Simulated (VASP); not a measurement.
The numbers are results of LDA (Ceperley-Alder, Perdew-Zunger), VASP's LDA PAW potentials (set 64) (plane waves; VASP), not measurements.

The input files of a VASP run:

File POSCAR:
```
FeSi
1
    4.3451443704     0.0000000000    -0.0000000000
    0.0000000000     4.3451443704     0.0000000000
    0.0000000000     0.0000000000     4.3451443704
Fe Si
4 4
Direct
  0.8620456506   0.6379543494   0.3620456506
  0.3620456506   0.8620456506   0.6379543494
  0.1379543494   0.1379543494   0.1379543494
  0.6379543494   0.3620456506   0.8620456506
  0.1587476752   0.3412523248   0.6587476752
  0.6587476752   0.1587476752   0.3412523248
  0.8412523248   0.8412523248   0.8412523248
  0.3412523248   0.6587476752   0.1587476752
```

**KPOINTS**
```
Automatic mesh
0
gamma
5 5 5
0 0 0
```

### INCAR
```
# general
SYSTEM  = FeSi
PREC    = Accurate
ENCUT   = 500
LREAL   = .FALSE.
LASPH   = .TRUE.

# electronic loop
EDIFF   = 1E-6
NELM    = 100
ALGO    = Normal
LMAXMIX = 4

# smearing
ISMEAR  = 0
SIGMA   = 0.05

# ions
IBRION  = 2
NSW     = 40
ISIF    = 3
EDIFFG  = -0.02
PSTRESS = 50

# output
LWAVE   = .FALSE.
LCHARG  = .FALSE.
```

POTCAR, in this order: Fe Si (LDA.64 set). Program: vasp_std.

The run wrote:

### OUTCAR
```
 ion  position               nearest neighbor table
   1  0.862  0.638  0.362-   5 2.23   6 2.26   7 2.26   8 2.26   6 2.43   7 2.43   8 2.43   2 2.67
                             4 2.67   3 2.67   3 2.67   2 2.67   4 2.67
   2  0.362  0.862  0.638-   6 2.23   5 2.26   7 2.26   8 2.26   8 2.43   5 2.43   7 2.43   1 2.67
                             3 2.67   4 2.67   3 2.67   1 2.67   4 2.67
   3  0.138  0.138  0.138-   7 2.23   6 2.26   5 2.26   8 2.26   8 2.43   5 2.43   6 2.43   2 2.67
                             4 2.67   1 2.67   2 2.67   1 2.67   4 2.67
   4  0.638  0.362  0.862-   8 2.23   6 2.26   7 2.26   5 2.26   5 2.43   6 2.43   7 2.43   1 2.67
                             1 2.67   2 2.67   2 2.67   3 2.67   3 2.67
   5  0.159  0.341  0.659-   1 2.23   2 2.26   3 2.26   4 2.26   2 2.43   3 2.43   4 2.43   8 2.69
                             6 2.69   8 2.69   7 2.69   7 2.69   6 2.69
   6  0.659  0.159  0.341-   2 2.23   1 2.26   3 2.26   4 2.26   4 2.43   1 2.43   3 2.43   8 2.69
                             7 2.69   5 2.69   8 2.69   7 2.69   5 2.69
   7  0.841  0.841  0.841-   3 2.23   2 2.26   1 2.26   4 2.26   4 2.43   1 2.43   2 2.43   5 2.69
                             6 2.69   8 2.69   6 2.69   5 2.69   8 2.69
   8  0.341  0.659  0.159-   4 2.23   2 2.26   3 2.26   1 2.26   1 2.43   2 2.43   3 2.43   7 2.69
                             5 2.69   5 2.69   6 2.69   6 2.69   7 2.69
  LATTYP: Found a simple cubic cell.
 ALAT       =     4.3451443704
 Subroutine PRICEL returns:
 Original cell was already a primitive cell.
 Subroutine GETGRP returns: Found 12 space group operations
The static configuration has the point symmetry C_3 .
 The point group associated with its full space group is T   .
The dynamic configuration has the point symmetry C_3 .
 Subroutine INISYM returns: Found 12 space group operations
 Subroutine IBZKPT returns following result:
 Found     11 irreducible k-points:

 Following reciprocal coordinates:
            Coordinates               Weight
  0.000000  0.000000  0.000000      1.000000
  0.200000  0.000000  0.000000      6.000000
  0.400000  0.000000  0.000000      6.000000
  0.200000  0.200000  0.000000     12.000000
  0.400000  0.200000  0.000000     12.000000
 -0.200000  0.400000  0.000000     12.000000
  0.400000  0.400000  0.000000     12.000000
  0.200000  0.200000  0.200000      8.000000
  0.400000  0.200000  0.200000     24.000000
  0.400000  0.400000  0.200000     24.000000
  0.400000  0.400000  0.400000      8.000000
   k-points           NKPTS =     11   k-points in BZ     NKDIM =     11   number of bands    NBANDS=     29
   number of dos      NEDOS =    301   number of ions     NIONS =      8
   total plane-waves  NPLWV =  32768
   dimension x,y,z NGX =    32 NGY =   32 NGZ =   32
   dimension x,y,z NGXF=    64 NGYF=   64 NGZF=   64
   ions per type =               4   4
   PREC   = accura    normal or accurate (medium, high low for compatibility)
   ISTART =      0    job   : 0-new  1-cont  2-samecut
   ICHARG =      2    charge: 1-file 2-atom 10-const
   ISPIN  =      1    spin polarized calculation?
   LNONCOLLINEAR =      F non collinear calculations
   LSORBIT =      F    spin-orbit coupling
   INIWAV =      1    electr: 0-lowe 1-rand  2-diag
   ENCUT  =  500.0 eV  36.75 Ry    6.06 a.u.   7.92  7.92  7.92*2*pi/ulx,y,z
   NELM   =    100;   NELMIN=  2; NELMDL= -5     # of ELM steps
   EDIFF  = 0.1E-05   stopping-criterion for ELM
   LREAL  =      F    real-space projection
   NLSPLINE    = F    spline interpolate recip. space projectors
   LMAXMIX     =    4 max onsite mixed and CHGCAR
   VOSKOWN=      0    Vosko Wilk Nusair interpolation
   EDIFFG = -.2E-01   stopping-criterion for IOM
   NSW    =     40    number of steps for IOM
   NBLOCK =      1;   KBLOCK =     40    inner block; outer block
   IBRION =      2    ionic relax: 0-MD 1-quasi-New 2-CG
   NFREE  =      1    steps in history (QN), initial steepest desc. (CG)
   ISIF   =      3    stress and relaxation
   ISYM   =      2    0-nonsym 1-usesym 2-fastsym
   TEIN   =    0.0    initial temperature
   TEBEG  =    0.0;   TEEND  =   0.0 temperature during run
   SMASS  =  -3.00    Nose mass-parameter (am)
   PSTRESS=   50.0 pullay stress
   NELECT =      48.0000    total number of electrons
   EFERMI =   0.00;   METHOD = LEGACY
...
```

File OSZICAR:
```
       N       E                     dE             d eps       ncg     rms          rms(c)
DAV:   1     0.362091358095E+03    0.36209E+03   -0.19680E+04   638   0.186E+03
DAV:   2    -0.316732934005E+02   -0.39376E+03   -0.38317E+03   638   0.430E+02
DAV:   3    -0.724404398698E+02   -0.40767E+02   -0.37069E+02   982   0.155E+02
DAV:   4    -0.740771552317E+02   -0.16367E+01   -0.15995E+01   991   0.398E+01
DAV:   5    -0.741121165454E+02   -0.34961E-01   -0.34901E-01  1023   0.492E+00    0.346E+01
DAV:   6    -0.769909960752E+02   -0.28789E+01   -0.19947E+02   952   0.170E+02    0.267E+01
DAV:   7    -0.669287427838E+02    0.10062E+02   -0.78722E+01   967   0.119E+02    0.102E+01
DAV:   8    -0.666227836104E+02    0.30596E+00   -0.34966E+00   903   0.170E+01    0.282E+00
DAV:   9    -0.665434027132E+02    0.79381E-01   -0.35547E-01  1007   0.622E+00    0.109E+00
DAV:  10    -0.665317046497E+02    0.11698E-01   -0.12293E-02   852   0.108E+00    0.350E-01
DAV:  11    -0.665308748321E+02    0.82982E-03   -0.60550E-03  1007   0.894E-01    0.131E-01
DAV:  12    -0.665308012496E+02    0.73582E-04   -0.24466E-04  1012   0.162E-01    0.550E-02
DAV:  13    -0.665307939828E+02    0.72668E-05   -0.71776E-05  1007   0.761E-02    0.188E-02
DAV:  14    -0.665307932169E+02    0.76594E-06   -0.33703E-06   588   0.159E-02
   1 F= -.63970604E+02 E0= -.63970126E+02  d E =-.639706E+02
```

**OUTCAR**
```
------------------------ aborting loop because EDIFF is reached ----------------------------------------
  FORCE on cell =-STRESS in cart. coord.  units (eV):
  Direction    XX          YY          ZZ          XY          YZ          ZX
  --------------------------------------------------------------------------------------
  Total        2.5878115      2.5878115      2.5878115     -0.0000000     -0.0000000      0.0000000
  in kB       50.5394582     50.5394582     50.5394582     -0.0000000     -0.0000000      0.0000000
  external PRESSURE =       0.5394582 kB  Pullay stress =      50.0000000 kB
  volume of cell :       82.04
      direct lattice vectors                 reciprocal lattice vectors
     4.345144370  0.000000000  0.000000000     0.230141950  0.000000000  0.000000000
     0.000000000  4.345144370  0.000000000     0.000000000  0.230141950  0.000000000
     0.000000000  0.000000000  4.345144370     0.000000000  0.000000000  0.230141950
 POSITION                                       TOTAL-FORCE (eV/Angst)
 -----------------------------------------------------------------------------------
      3.74571      2.77200      1.57314        -0.001514      0.001514     -0.001514
      1.57314      3.74571      2.77200        -0.001514     -0.001514      0.001514
      0.59943      0.59943      0.59943         0.001514      0.001514      0.001514
      2.77200      1.57314      3.74571         0.001514     -0.001514     -0.001514
      0.68978      1.48279      2.86235         0.000797     -0.000797      0.000797
      2.86235      0.68978      1.48279         0.000797      0.000797     -0.000797
      3.65536      3.65536      3.65536        -0.000797     -0.000797     -0.000797
      1.48279      2.86235      0.68978        -0.000797      0.000797      0.000797
 -----------------------------------------------------------------------------------
    total drift:                                0.000000     -0.000000     -0.000000
  FREE ENERGIE OF THE ION-ELECTRON SYSTEM (eV)
  ---------------------------------------------------
  free  energy   TOTEN  =       -66.5307932169 eV

  energy  without entropy=      -66.5298368066  energy(sigma->0) =      -66.53031501
  enthalpy is  TOTEN    =       -63.9706040581 eV   P V=        2.5601891588

 reached required accuracy - stopping structural energy minimisation
```
(Selected blocks of OUTCAR.)

The compound is FeSi in the B20 structure. It was relaxed first under an external pressure of 5 GPa. The run is not spin-polarised, so no magnetic state was tried.
